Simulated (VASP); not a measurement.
# PbF2 (Fluorocronite): a GW gap and what it depends on, part 2 of 2

How far does the GW correction to the gap of PbF2 (Fluorocronite) depend on the settings? The starting structure is a measured crystal structure from the Crystallography Open Database. Cell and atoms stay as given.

VASP 6.6.1.

Results so far: G0W0 (response cutoff 100 eV, 4×4×4 mesh) 7.07 eV; G0W0 (response cutoff 160 eV, 4×4×4 mesh) 7.09 eV.

The database entry behind the starting cell differs from later determinations by our own check (about 0.2 % short, mineral), so it need not match the best structure at ambient conditions.

## Step 4: G0W0 (response cutoff 240 eV, 4×4×4 mesh)

Level of this step: G0W0 on LDA; plane waves and PAW (Pb_d_GW, F_GW) (VASP).

It reads the orbitals and their derivatives (WAVECAR and WAVEDER) of a run with the empty bands, which follows a ground-state run; neither is shown.

INCAR reads:

```
SYSTEM = PbF2
PREC = Accurate
ENCUT = 520
ISMEAR = 0
SIGMA = 0.01
LREAL = .FALSE.
GGA = CA
NBANDS = 444
ALGO = EVGW0
NELMGW = 1
ENCUTGW = 240
NOMEGA = 40
PRECFOCK = Fast
NBANDSGW = 24
LWAVE = .FALSE.
LCHARG = .FALSE.
```

POSCAR reads:

```
PbF2
1.0
    0.0000000000      2.9653000000      2.9653000000
    2.9653000000      0.0000000000      2.9653000000
    2.9653000000      2.9653000000      0.0000000000
Pb F
1 2
Direct
    0.0000000000      0.0000000000      0.0000000000
    0.7500000000      0.7500000000      0.7500000000
    0.2500000000      0.2500000000      0.2500000000
```

KPOINTS reads:

```
Automatic mesh
0
Gamma
4 4 4
0 0 0
```

PAW data sets: Pb_d_GW and F_GW (LDA family, release 64).

The run is started by

```console
mpirun -np 4 vasp_std
```

Output:

```text
[banner, memory and clock lines left out]
running    4 mpi-ranks, on    1 nodes
[...]
|                                                                             |
|           W    W    AA    RRRRR   N    N  II  N    N   GGGG   !!!           |
|           W    W   A  A   R    R  NN   N  II  NN   N  G    G  !!!           |
|           W    W  A    A  R    R  N N  N  II  N N  N  G       !!!           |
|           W WW W  AAAAAA  RRRRR   N  N N  II  N  N N  G  GGG   !            |
|           WW  WW  A    A  R   R   N   NN  II  N   NN  G    G                |
|           W    W  A    A  R    R  N    N  II  N    N   GGGG   !!!           |
|                                                                             |
|     The default for ENCUTGWSOFT is different in this version of VASP.       |
|     please manually set ENCUTGWSOFT =240 in the INCAR file.                 |
|                                                                             |

 LDA part: xc-table for (Slater(with rela. corr.)+CA(PZ))
[...]
total number of BLAS operations       6455.08 Gflops
NQ=   4    0.2500    0.2500    0.0000,
|.........|.........|.........|.........|.........|.........|.........|.........
 performed       5744000 updates of chi_q(r,r)
 total number of BLAS operations       8850.99 Gflops
NQ=   5    0.5000    0.2500    0.0000,
|.........|.........|.........|.........|.........|.........|.........|.........
 performed       7846000 updates of chi_q(r,r)
 total number of BLAS operations      12062.93 Gflops
NQ=   6   -0.2500    0.2500    0.0000,
|.........|.........|.........|.........|.........|.........|.........|.........
 performed       9735000 updates of chi_q(r,r)
 total number of BLAS operations      14922.92 Gflops
NQ=   7    0.5000    0.5000    0.0000,
|.........|.........|.........|.........|.........|.........|.........|.........
 performed      11027000 updates of chi_q(r,r)
 total number of BLAS operations      16961.38 Gflops
NQ=   8   -0.2500    0.5000    0.2500,
|.........|.........|.........|.........|.........|.........|.........|.........
 performed      12660000 updates of chi_q(r,r)
 total number of BLAS operations      19537.61 Gflops
 resolving degeneracies of screened two electron integrals

 calculate QP shifts <psi_nk| G(iteration)W_0 |psi_nk>: iteration 1
 entering main loop
[key lines of the parts left out:]
E-fermi :   1.8713
```

Run time: 7.5 min. Hardware: 4 MPI ranks of AMD EPYC 7R43, shared host; peak memory 2 GiB.

Parts of OUTCAR (step 4):

```text
 QP shifts <psi_nk| G(iteration)W_0 |psi_nk>: iteration 1
 for sc-GW calculations column KS-energies equals QP-energies in previous step
 and V_xc(KS)=  KS-energies - (<T + V_ion + V_H > + <T+V_H+V_ion>^1  + <V_x>^1)
 k-point   1 :       0.0000    0.0000    0.0000
  band No.  KS-energies  QP-energies   sigma(KS)   V_xc(KS)     V^pw_x(r,r')   Z            occupation Imag(sigma)
    ...
     12      -2.7333      -5.0544     -23.6871     -20.7669     -28.5078       0.7948       2.0000       1.2048
     13      -2.2361      -4.2789     -24.2367     -21.6521     -29.1083       0.7904       2.0000       1.1846
     14      -2.2361      -4.2789     -24.2367     -21.6521     -29.1083       0.7904       2.0000       1.1846
     15      -2.2361      -4.2789     -24.2367     -21.6521     -29.1083       0.7904       2.0000       1.1846
     16       6.3336       7.4217      -9.0236     -10.2639      -5.7184       0.8773       0.0000      -0.5627
     17       6.3336       7.4217      -9.0236     -10.2639      -5.7184       0.8773       0.0000      -0.5627
     18       6.3336       7.4217      -9.0236     -10.2639      -5.7184       0.8773       0.0000      -0.5627
     19      10.0203      10.9204      -6.4813      -7.4804      -2.9830       0.9009       0.0000      -0.6496
    ...

[... 1 part as in an earlier step ...]

[... 2 further parts left out ...]
[key lines of the parts left out:]
E-fermi :   1.8713
```

G0W0 (response cutoff 240 eV, 4×4×4 mesh): the quasiparticle gap on this mesh is 7.190 eV, +2.965 eV from the LDA gap on the same points, with 444 bands.

## Step 5: GW0 with iterated eigenvalues (response cutoff 160 eV, 4×4×4 mesh)

It reads the orbitals and their derivatives (WAVECAR and WAVEDER) of a run with the empty bands, which follows a ground-state run; neither is shown.

Edit INCAR of step 4 so:

```diff
@@ -7,6 +7,6 @@
 GGA = CA
-NBANDS = 444
+NBANDS = 240
 ALGO = EVGW0
-NELMGW = 1
-ENCUTGW = 240
+NELMGW = 4
+ENCUTGW = 160
 NOMEGA = 40
```

POSCAR is that of step 4.

KPOINTS is that of step 4.

The run is started by

```console
mpirun -np 4 vasp_std
```

Output:

```text
[banner, memory and clock lines left out]
running    4 mpi-ranks, on    1 nodes
[...]
|                                                                             |
|           W    W    AA    RRRRR   N    N  II  N    N   GGGG   !!!           |
|           W    W   A  A   R    R  NN   N  II  NN   N  G    G  !!!           |
|           W    W  A    A  R    R  N N  N  II  N N  N  G       !!!           |
|           W WW W  AAAAAA  RRRRR   N  N N  II  N  N N  G  GGG   !            |
|           WW  WW  A    A  R   R   N   NN  II  N   NN  G    G                |
|           W    W  A    A  R    R  N    N  II  N    N   GGGG   !!!           |
|                                                                             |
|     The default for ENCUTGWSOFT is different in this version of VASP.       |
|     please manually set ENCUTGWSOFT =160 in the INCAR file.                 |
|                                                                             |

 LDA part: xc-table for (Slater(with rela. corr.)+CA(PZ))
[...]
total number of BLAS operations       1956.12 Gflops
NQ=   6   -0.2500    0.2500    0.0000,
|.........|.........|.........|.........|.........|.........|.........|.........
 performed       5182000 updates of chi_q(r,r)
 total number of BLAS operations       2412.90 Gflops
NQ=   7    0.5000    0.5000    0.0000,
|.........|.........|.........|.........|.........|.........|.........|.........
 performed       5867000 updates of chi_q(r,r)
 total number of BLAS operations       2702.98 Gflops
NQ=   8   -0.2500    0.5000    0.2500,
|.........|.........|.........|.........|.........|.........|.........|.........
 performed       6736000 updates of chi_q(r,r)
 total number of BLAS operations       3144.84 Gflops
 resolving degeneracies of screened two electron integrals

 calculate QP shifts <psi_nk| G(iteration)W_0 |psi_nk>: iteration 1
 allocating  10 responsefunctions rank=   260
 shmem allocating  40 responsefunctions rank=   260
 response function shared by NCSHMEM nodes    1
 Doing           10  frequencies on each core in blocks of           40
NQ=   1    0.0000    0.0000    0.0000,
 ERROR in DETERMINE_SLOT_INTER_WEIGHT: the frequency range is not sufficient
   315.061525791312        314.9590
Abort(1) on node <host> (rank 3 in comm 0): application called MPI_Abort(MPI_COMM_WORLD, 1) - process 3
[key lines of the parts left out:]
E-fermi :   1.8713
```

Run time: 3.7 min. Hardware: 4 MPI ranks.

VASP stopped with this message: “ERROR in DETERMINE_SLOT_INTER_WEIGHT: the frequency range is not sufficient”.

## Step 6: The runs compared

```csv
run,ended,LDA gap on the mesh (eV),GW gap (eV),correction (eV),bands
"G0W0 (response cutoff 100 eV, 4×4×4 mesh)",finished,4.225,7.073,2.848,120
"G0W0 (response cutoff 160 eV, 4×4×4 mesh)",finished,4.225,7.095,2.87,240
"G0W0 (response cutoff 240 eV, 4×4×4 mesh)",finished,4.225,7.19,2.965,444
"GW0 with iterated eigenvalues (response cutoff 160 eV, 4×4×4 mesh)",stopped by VASP,-,-,-,240
```

## Step 7: Outcome

```json
{
 "gap, G0W0 (response cutoff 100 eV, 4×4×4 mesh)": "7.073 eV",
 "gap, G0W0 (response cutoff 160 eV, 4×4×4 mesh)": "7.095 eV",
 "gap, G0W0 (response cutoff 240 eV, 4×4×4 mesh)": "7.190 eV"
}
```

What this shows: The correction to the LDA gap of PbF2 (Fluorocronite) is +2.848 eV at a response cutoff of 100 eV, +2.870 eV at a response cutoff of 160 eV, +2.965 eV at a response cutoff of 240 eV. The number of bands rises with the cutoff. The quasiparticle gap is indirect in all runs, and the LDA gap on the same mesh may lie between other points, in which case the correction mixes two transitions. VASP warns in its log that the frequency grid doesn't suit these quasiparticle energies and asks for more k-points, so these gaps are no firm results. Spin-orbit coupling is left out, which with elements this heavy can change the gap by tenths of an eV or more. From a response cutoff of 160 to 240 eV the correction still moves by +0.096 eV, so cutoff and bands aren't shown to be converged. The LDA gap along the bands, from another run on this structure, is 4.224 eV. On the 4×4×4 mesh it is 4.225 eV, so this mesh comes close to the edges. No result to use came from GW0 with iterated eigenvalues (response cutoff 160 eV, 4×4×4 mesh). Further runs on this material are not shown.

[Lines on the potential files, build, host, timing and source positions are cut from VASP's logs without a mark.]

[Logs are printed without paths, hosts, clocks, repeated set-up lines and the standing remarks that a program may print on its own settings, such as how far it seeks lower states.]

[Hosts, paths, dates, database ids (printed as entryN), source tags and the programs' standing remarks are cut or masked in the printed files.]
